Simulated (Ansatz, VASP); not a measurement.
## Two plane-wave programs on SbC

```xyz
2
Lattice="0.0000 2.4472 2.4472 2.4472 0.0000 2.4472 2.4472 2.4472 0.0000" Properties=species:S:1:pos:R:3 pbc="T T T"
Sb    0.0000    0.0000    0.0000
C     2.4472    2.4472    2.4472
```

Alike in both runs: functional PBE; k mesh 20 × 20 × 20; occupations gaussian, width 0.1 eV; no spin polarisation.

Ansatz relaxed the structure, and its values are those at the end. VASP's run is a single point on that final structure, the one shown.

|  | VASP | Ansatz |
| --- | --- | --- |
| version | VASP 6.6.1 | Ansatz 0.2.0 |
| potentials or method | VASP PAW PBE potentials, release 64 (Sb, C) | scalar-relativistic, plane waves, PAW |
| plane-wave cutoff (eV) | 520 | 420 |
| valence electrons in the cell | 9 | 19 |

|  | VASP | Ansatz | Ansatz less VASP |
| --- | --- | --- | --- |
| gap on the k mesh at the Fermi level (eV) | none | none | - |
| pressure (GPa) | -0.3 | 0.0 | +0.34 |

A gap of «none» marks a metal or a gap that the smearing closes. The two sets of potentials don't hold the same shells in valence.

Spin-orbit coupling is left out, which matters for the levels of Sb.
